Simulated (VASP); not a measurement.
```
CELL_PARAMETERS angstrom
     -2.82500     2.82500     2.82500
      2.82500    -2.82500     2.82500
      2.82500     2.82500    -2.82500
ATOMIC_POSITIONS crystal
  Rb 0.00000 0.00000 0.00000
```

The base run (VASP): PBE GGA, plane waves, VASP's PBE PAW potentials (set 64). Run with 400 eV cut-off, 8×8×8 Γ-centred mesh, first-order Methfessel-Paxton smearing of 0.10 eV, potentials Rb_sv.

One setting is varied; ΔE counts from the base run. The base run took about 6 core-seconds. Times come from single runs on busy shared machines, so they are rough: good to a factor of about 2.

Pressures at a finite cut-off, here 400 eV, hold a Pulay part, which wasn't tested here.

```tsv
setting	cost over the base run	electronic steps	ΔE (meV/atom)	pressure (GPa)
PREC = Low	within a factor of 2	10	-0.1	0.03
PREC = Normal	within a factor of 2	10	0.0	0.04
PREC = Single	within a factor of 2	10	0.0	0.04
LASPH = .FALSE.	within a factor of 2	10	0.0	0.04
base run	reference	10	0.0	0.04
ADDGRID = .TRUE.	within a factor of 2	10	0.0	0.04
LREAL = Auto	within a factor of 2	10	0.0	0.04
```

Left out are runs that failed, have no time on record or changed the cell.

The compound is Rb in the bcc structure. The cell was not relaxed at this level.
